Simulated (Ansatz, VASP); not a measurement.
# La3AlC: VASP beside Ansatz

Aim: how closely do two programs agree when they are given the same cell, functional and k mesh? The cell is taken from a series of runs on this material, whose earlier steps may have relaxed, scaled, displaced or heated it; both programs get it as it stands.

Method: plane waves, with VASP 6.6.1 beside it; relaxation of cell and atoms at PBEsol, in Ansatz 0.2.0.

## (1) Set-up

The structure is cubic, space group Pm-3m (No. 221). Conventional cell: a = 5.132 Å, b = 5.132 Å, c = 5.132 Å, α = 90.00°, β = 90.00°, γ = 90.00°. Nearest to La lie 2 C at 2.57 Å and 4 Al at 3.63 Å and 8 La at 3.63 Å. Nearest to Al lie 12 La at 3.63 Å. Nearest to C lie 6 La at 2.57 Å. Farther neighbours are not listed.

## (2) Ansatz: relaxation of cell and atoms, PBEsol, pair 1

Ansatz runs on its PAW soft_1 files.

The relaxed volume is the usual yardstick between codes: in a stiff, nearly cubic crystal its relative difference is about their pressure difference at one cell divided by the bulk modulus.

Contents of input.yaml:

```yaml
crystal:
  lattice:
    - [5.1324333994, 0.0, 0.0]
    - [0.0, 5.1324333994, 0.0]
    - [0.0, 0.0, 5.1324333994]
  atoms:
    - { symbol: La, position: [0.5, 0.5, 0.0] }
    - { symbol: La, position: [0.5, 0.0, 0.5] }
    - { symbol: La, position: [0.0, 0.5, 0.5] }
    - { symbol: Al, position: [0.0, 0.0, 0.0] }
    - { symbol: C, position: [0.5, 0.5, 0.5] }
kpoints:
  mp_grid: { grid: [8, 8, 8] }
hamiltonian:
  xc: pbesol
  pseudopotentials: { kind: paw, azcp: { folder: soft_1 }, xc_functional: pbe }
scf:
  occupations: { method: methfessel_paxton, width: 0.2 }
output:
  forces: true
  stress: true
  eigenvalues: true
  write_density: true
  write_potential: true
  elf: true
  volumetric_format: npy
relax:
  adjacent_minimum: "off"
  f_tol: 0.001
  max_steps: 60
  cell: { stress_tol: 0.01 }
```

Command:

```console
$ ansatz run input.yaml --threads 4 --pin off --max-ram 10240MiB --backend cpu --events-out ev --progress --plain --runs-dir out
```

Numbers of over 12 decimals in the logs are rounded to 6 here.

What it wrote:

```text
Engine: ansatz 0.2.0, aarch64-unknown-linux-gnu
Pseudopotentials: kind: paw
Pseudopotential: La, paw, valence charge 11, recommended cutoff 420 eV (normal), soft_1/La.paw.azcp
Pseudopotential: Al, paw, valence charge 3, recommended cutoff 420 eV (normal), soft_1/Al.paw.azcp
Pseudopotential: C, paw, valence charge 4, recommended cutoff 420 eV (normal), soft_1/C.paw.azcp
Functional definition: PBEsol
  exchange = pbesol_x
  correlation = pbesol_c
Crystal: 5 atoms, lattice volume = 135.198 Å³
Basis set: ecut = 420 eV, 2601 PW (Γ), exchange–correlation on 72×72×72 points (8 copies of the dense FFT grid, shifted against one another)
Bands: 25, of which v1, the nominal top of the filled ones, is band 20 counted from 1 (19 counted from 0)
Symmetry: 48 space group operations
Space group: Pm-3m (ITA 221), of the structure as read, at distance tolerance 5.1e-5 Å
k-points: 35 of 512
Non-local potential: La, projectors of the file, l = 0: 3, l = 1: 2, l = 2: 2, l = 3: 3
Non-local potential: Al, projectors of the file, l = 0: 2, l = 1: 2, l = 2: 1
Non-local potential: C, projectors of the file, l = 0: 2, l = 1: 2, l = 2: 1
PAW form: soft (Blöchl's): semilocal exchange-correlation on the pseudo side does not see the compensation charge
PAW frozen core: La, regenerated for the run's functional, and the local potential with it (the file was generated under x = pbe(κ = 0.804, μ = 0.219515), c = pbe(β = 0.066725))
PAW frozen core: Al, regenerated for the run's functional, and the local potential with it (the file was generated under x = pbe(κ = 0.804, μ = 0.219515), c = pbe(β = 0.066725))
PAW frozen core: C, regenerated for the run's functional, and the local potential with it (the file was generated under x = pbe(κ = 0.804, μ = 0.219515), c = pbe(β = 0.066725))
PAW one-centre angular grid: La, 590 points (default); XC on 64 Gauss nodes
PAW one-centre angular grid: Al, 110 points (default); XC on 64 Gauss nodes
PAW one-centre angular grid: C, 110 points (default); XC on 64 Gauss nodes
Initial density: superposition of atomic densities (chi_scale 0.1, normalization cell, long waves kept (reshape's long-wave potential 0.00 eV rms))
Initial wavefunctions: pseudopotential atomic-orbital guess
Functional: x = pbesol(κ = 0.804, μ = 0.123457), c = pbesol(β = 0.046)
SCF iter   1: F=—  HF=-19257.924708 eV  |F-HF|=—  |Δ(HF+E_count)|=         —  Δρ=4.44e-2  dr2=7.85e0  ethr=3.10e-3  ⟨swp⟩=5.0  Hψ=4090  notcnv=0
preconditioner: auto → Kerker (q_TF=auto, 2.227 Å⁻¹)  [metal: Δε(μ)=0.013 eV  Ē_g=10.992 eV  σ=0.200 eV  W_gap=0.06  n_scr=26 (ndim 8)  ℏωp=18.6 eV  f_vac=0.000  D(μ)=4.63/eV (n_scr^D=32)]
SCF iter   2: F=—  HF=-19256.625607 eV  |F-HF|=—  |Δ(HF+E_count)|=    1.30e0  S|Δr|=    0.00e0  Δρ=1.79e-2  dr2=6.30e-1  ethr=3.10e-3  ⟨swp⟩=3.3  Hψ=1808  notcnv=0  defer=7
SCF iter   3: F=—  HF=-19256.494137 eV  |F-HF|=—  |Δ(HF+E_count)|=   1.31e-1  S|Δr|=    0.00e0  Δρ=9.36e-3  dr2=2.22e-1  ethr=1.57e-3  ⟨swp⟩=1.1  Hψ=1150  notcnv=0  defer=6
SCF iter   4: F=—  HF=-19256.445085 eV  |F-HF|=—  |Δ(HF+E_count)|=   4.91e-2  S|Δr|=    0.00e0  Δρ=2.44e-3  dr2=1.60e-2  ethr=5.54e-4  ⟨swp⟩=2.1  Hψ=1261  notcnv=0  defer=7
SCF iter   5: F=—  HF=-19256.444113 eV  |F-HF|=—  |Δ(HF+E_count)|=   9.72e-4  S|Δr|=    0.00e0  Δρ=1.25e-3  dr2=5.72e-3  ethr=3.99e-5  ⟨swp⟩=2.0  Hψ=1411  notcnv=0  defer=9
SCF iter   6: F=—  HF=-19256.443488 eV  |F-HF|=—  |Δ(HF+E_count)|=   6.25e-4  S|Δr|=    0.00e0  Δρ=4.84e-4  dr2=8.56e-4  ethr=1.43e-5  ⟨swp⟩=1.3  Hψ=881  notcnv=0  defer=9
SCF iter   7: F=—  HF=-19256.443350 eV  |F-HF|=—  |Δ(HF+E_count)|=   1.38e-4  S|Δr|=    0.00e0  Δρ=1.17e-4  dr2=4.54e-5  ethr=2.14e-6  ⟨swp⟩=1.9  Hψ=976  notcnv=0  defer=9
SCF iter   8: F=—  HF=-19256.443355 eV  |F-HF|=—  |Δ(HF+E_count)|=   5.65e-6  S|Δr|=    0.00e0  Δρ=1.55e-5  dr2=5.00e-7  ethr=1.13e-7  ⟨swp⟩=2.0  Hψ=1509  notcnv=0  defer=8
SCF iter   9: F=-19256.443355 eV  HF=-19256.443355 eV  |F-HF|=3.43e-8  |Δ(HF+E_count)|=   5.18e-8  S|Δr|=    0.00e0  Δρ=4.07e-6  dr2=4.64e-8  ethr=2.50e-10  ⟨swp⟩=13.9  Hψ=7919  notcnv=0
SCF 1 converged in 9 iterations: F = -19256.443355 eV  dr2 = 4.64e-8
  greatest PAW one-centre occupation: 0.971 electrons in one spin orbital (limit 2), on the La atom at site 2 (counted from 0), in its partial waves of l = 0
relax step   1: F+E_penalty+E_count = -19256.44335507 eV  Δ(F+E_penalty+E_count) = +0.000e0 eV  max|allowed force component| = 1.241e-29 eV/Å  Δτ_max = 0.0000 Å  P = -0.021 GPa  Ω = 135.198 Å³  (9 SCF iters, dr2 threshold 1.00e-7 eV, accepted)
[...]
relax step   2: F+E_penalty+E_count = -19256.44337227 eV  Δ(F+E_penalty+E_count) = -1.720e-5 eV  max|allowed force component| = 3.132e-30 eV/Å  Δτ_max = 0.0000 Å  P = +0.020 GPa  Ω = 135.106 Å³  energy of the carried Pulay correction = +1.688e-5 eV  (5 SCF iters, dr2 threshold 1.08e-9 eV, accepted)
[...]
relax step   3: F+E_penalty+E_count = -19256.44336679 eV  Δ(F+E_penalty+E_count) = +5.472e-6 eV  max|allowed force component| = 2.557e-30 eV/Å  Δτ_max = 0.0000 Å  P = -0.000 GPa  Ω = 135.151 Å³  energy of the carried Pulay correction = +8.598e-6 eV  (5 SCF iters, dr2 threshold 1.00e-9 eV, accepted)
[...]
relax step   4: F+E_penalty+E_count = -19256.44335497 eV  Δ(F+E_penalty+E_count) = +1.182e-5 eV  max|allowed force component| = 3.221e-30 eV/Å  Δτ_max = 0.0000 Å  P = -0.000 GPa  Ω = 135.151 Å³  stress off target by 2.36e-4 GPa  SCF on the basis re-selected at this cell (its energy is not comparable with the rows above)  (7 SCF iters)
basis re-selected at this cell: Δ(F+E_penalty+E_count) = +1.182e-5 eV, ΔP = -0.000 GPa vs the last step (what re-selecting the basis moved, of the pressure what is left beyond the Pulay correction that the steps carried, after the strain that the cell walked since its last selection, with what the two solves' SCF thresholds leave and, on support functions, any second-order correction that the steps lacked; it is no m [...]
SCF converged after 7 iterations
Stability not checked: this state was not tested for a lower state beside it, because cold or Methfessel-Paxton smearing, or corrected tetrahedra, fill the levels in a way that the test cannot read (fill_not_monotonic; see scf.lower_state_search)
Free energy (F): -19256.443355 eV
Harris-Foulkes:  -19256.443355 eV  (|F-HF|=7.28e-12)
Internal energy: -19256.438816 eV  (E = F + TS)
E sigma→0 (E₀):  -19256.442220 eV
Entropy (-TS):   -0.004539 eV (-0.908 meV/atom)
Fermi energy:    9.856791 eV
--- Per-component energies (eV) ---
  E_band       = -123.482714
  E_kinetic    = 663.653764
  E_local      = -1290.106237  (includes V_loc(G=0)·N_el)
  E_nonlocal   = 301.737162
  E_hartree    = 477.540443
  E_xc         = -508.206778
  E_vxc        = -519.310899  (∫ρ·V_xc dr)
  E_paw        = -16539.429854  (= ΣΔE_a)
  E_vpaw       = -234.537375  (= ΣTr[D̂ρ^β])
  E_aug_tail   = 0.000009  (compensation charges beyond the density's cutoff)
  E_ewald      = -2362.174674
  E_core_change = 0.547348  (= ΣΔE_core)
  E_smearing   = -0.004539  (= −TS)
  E_closure    = -0.000000  (closes the sum)
  Σ components = -19256.443355   (vs F -19256.443355, Δ=0.00e0)
--- Forces (eV/Å), atoms counted from 1 ---
  atom   1  La    -0.00000000    -0.00000000     0.00000000
  atom   2  La    -0.00000000    -0.00000000     0.00000000
  atom   3  La     0.00000000     0.00000000     0.00000000
  atom   4  Al     0.00000000     0.00000000    -0.00000000
  atom   5  C     -0.00000000    -0.00000000     0.00000000
  max |Σ_I F_I| component: 4.93e-30 eV/Å
--- Stress (GPa, compression-positive) ---
       -0.000236      -0.000000      -0.000000
       -0.000000      -0.000236       0.000000
       -0.000000       0.000000      -0.000236
  P = ⅓ Tr σ = -0.0002 GPa (-0.002 kbar)
--- Band table (eV; the first three rows and the last of 35) ---
  k-point 0: bands = [... 16 lower, 9.2980, 9.2980, 9.2980, 9.9927, 9.9927, 9.9927, 10.9090, 10.9090, ... 1 higher]
  k-point 1: bands = [... 16 lower, 9.2863, 9.3076, 9.3433, 9.6201, 10.0299, 10.0299, 10.8040, 10.8829, ... 1 higher]
  k-point 2: bands = [... 16 lower, 9.2938, 9.2938, 9.4666, 9.7273, 9.9539, 9.9539, 10.8419, 11.0449, ... 1 higher]
  k-point 34: bands = [... 16 lower, 6.7167, 10.3203, 10.3203, 10.3203, 11.0799, 11.0799, 11.0799, 11.6517, ... 1 higher]
--- Relaxed structure (3 steps of the walk, 3 accepted, 1 SCFs on fresh bases) ---
  F+E_penalty+E_count = -19256.44335497 eV   max|allowed force component| = 3.221e-30 eV/Å   (the final SCF, on the basis selected at the relaxed cell)
  cell:  # Å, volume = 135.1509 Å³
    - [5.131838, 0, 0]
    - [0, 5.131838, 0.0]
    - [0, 0.0, 5.131838]
  atoms:
    - { symbol: La, position: [0.5, 0.5, 0] }
    - { symbol: La, position: [0.5, 0, 0.5] }
    - { symbol: La, position: [0, 0.5, 0.5] }
    - { symbol: Al, position: [0, 0, 0] }
    - { symbol: C, position: [0.5, 0.5, 0.5] }
```

(Continued in part 2 of 3.)

[Lines on the potential files, build, host, timing and source positions are cut from VASP's logs without a mark.]

[Logs are printed without paths, hosts, clocks, repeated set-up lines and the standing remarks that a program may print on its own settings, such as how far it seeks lower states.]

[Hosts, paths, dates, database ids (printed as entryN), source tags and the programs' standing remarks are cut or masked in the printed files.]
